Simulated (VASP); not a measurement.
An input for Ansatz (written as the equivalent of a VASP run, and not itself run):

Ansatz 0.2 input:
```yaml
crystal:
  lattice:
    - [3.5788882, 0.0000000, 0.0000000]
    - [0.0000000, 3.5788882, 0.0000000]
    - [0.0000000, 0.0000000, 3.5788882]
  atoms:
    - { symbol: Fe, position: [0.0000000, 0.0000000, 0.0000000], spin: 2.9 }
    - { symbol: Ni, position: [0.0000000, 0.5000000, 0.5000000], spin: 0.6 }
    - { symbol: Ni, position: [0.5000000, 0.0000000, 0.5000000], spin: 0.6 }
    - { symbol: Ni, position: [0.5000000, 0.5000000, 0.0000000], spin: 0.6 }
kpoints:
  mp_grid: { grid: [9, 9, 9] }
hamiltonian:
  xc: pbe
  pseudopotentials: { kind: paw }
magnetization: { spin_polarized: true }
scf:
  occupations: { method: methfessel_paxton, width: 0.1 }
  max_iter: 100
output: { forces: true, stress: true, eigenvalues: true }
```

**Question.** Write the VASP files for the same calculation (PBE).

**Answer.** One answer among several that fit: 
KPOINTS:
```
Automatic mesh
0
Gamma
9 9 9
0 0 0
```

POSCAR:
```
Ni3Fe
3.5788880
  1.0000000429   0.0000000000   0.0000000000
  0.0000000000   1.0000000429   0.0000000000
  0.0000000000   0.0000000000   1.0000000429
Fe Ni
1 3
direct
  0.0000000000   0.0000000000   0.0000000000
  0.0000000000   0.5000000000   0.5000000000
  0.5000000000   0.0000000000   0.5000000000
  0.5000000000   0.5000000000   0.0000000000
```

### INCAR
```
! general
SYSTEM  = Ni3Fe
PREC    = Accurate
ENCUT   = 520
LREAL   = .FALSE.
LASPH   = .TRUE.

! electronic loop
EDIFF   = 1E-7
NELM    = 100   ! most electronic steps
ALGO    = Normal
LMAXMIX = 4

! smearing
ISMEAR  = 1
SIGMA   = 0.1   ! width (eV)

! functional
GGA     = PE   ! PBE

! spin
ISPIN   = 2   ! spin-polarised
MAGMOM  = 2.9 3*0.6

! ions
ISIF    = 2   ! forces and stress, cell fixed

! output
LWAVE   = .FALSE.
LCHARG  = .FALSE.
LORBIT  = 10
```

POTCAR, in this order: Fe Ni (PBE.64 set). Program: vasp_std.

Limits of the translation: each code has its own PAW files, so the cut-off isn't converted (ENCUT is set for VASP's; basis.ecutwfc is left out, and Ansatz then takes the one that its files recommend); Ansatz stops its SCF on the density residual and VASP on the energy change (EDIFF).

The compound is Ni3Fe in the L1_2 structure. This cell is one point of a volume scan, at 1.03 of the reference volume.
